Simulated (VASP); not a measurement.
The system is MgSiH2O4.

```
Si Mg O H
1.0
     4.28268    0.00000    0.00000
     0.00000    2.85633    0.00000
    -0.26366    0.00000    4.77038
Si Mg O H
1 1 4 2
Direct
  0.00000 0.00000 0.00000
  0.50000 0.50000 0.50000
  0.24402 0.50000 0.88154
  0.75598 0.50000 0.11846
  0.20371 0.00000 0.33008
  0.79629 0.00000 0.66992
  0.50000 0.50000 0.00000
  0.00000 0.00000 0.50000
```

The cell comes from a database or a generator and needn't be the stable form of this composition.

| Property | Result |
| --- | --- |
| Program | VASP 6.6.1 |
| Task | single point |
| Functional | PBE |
| Potentials or basis | VASP PAW PBE potentials, release 64 (Si, Mg, O, H) |
| Cutoff | 520 eV |
| k mesh | 6 × 9 × 6 |
| Occupations | fermi-dirac, width 0.05 eV |
| Spin | no spin polarisation |

On this cell: pressure -0.2 GPa; largest force 0.058 eV/Å; band gap on the k mesh 4.93 eV, indirect (least direct gap 5.14 eV).

The same run follows on a disturbed copy (atoms moved at random, drawn with an rms of 0.05 Å):

```xyz
8
Lattice="4.2827 0.0000 0.0000 0.0000 2.8563 0.0000 -0.2637 0.0000 4.7704" Properties=species:S:1:pos:R:3 pbc="T T T"
Si    0.0311   -0.0180    0.0313
Mg    2.0073    1.4373    2.4146
O     0.8271    1.3927    4.1864
O     3.2073    1.4641    0.5451
O     0.7768    0.0055    1.5556
O     3.2402    0.0170    3.1723
H     2.1604    1.4056   -0.0167
H    -0.1020    0.0101    2.4006
```

What changes?

The energy moves by +10.5 meV/atom; pressure 0.6 GPa; largest force 1.732 eV/Å; band gap on the k mesh 4.87 eV, indirect (least direct gap 5.01 eV).

Forces on the atoms (eV/Å):
```
Si  -0.938  0.166 -1.446
Mg   0.173  0.018 -0.279
O   -0.173  0.163  0.170
O    0.210 -0.335  0.300
O    0.864 -0.032  0.665
O    0.360 -0.167  0.487
H    0.137  0.176  0.069
H   -0.632  0.011  0.035
```

Stress tensor (GPa, compression positive):
```
 0.82  0.66  0.73
 0.66 -0.29 -0.15
 0.73 -0.15  1.38
```

Caveats: an odd mesh through Γ misses points on the zone boundary, where band edges often lie.
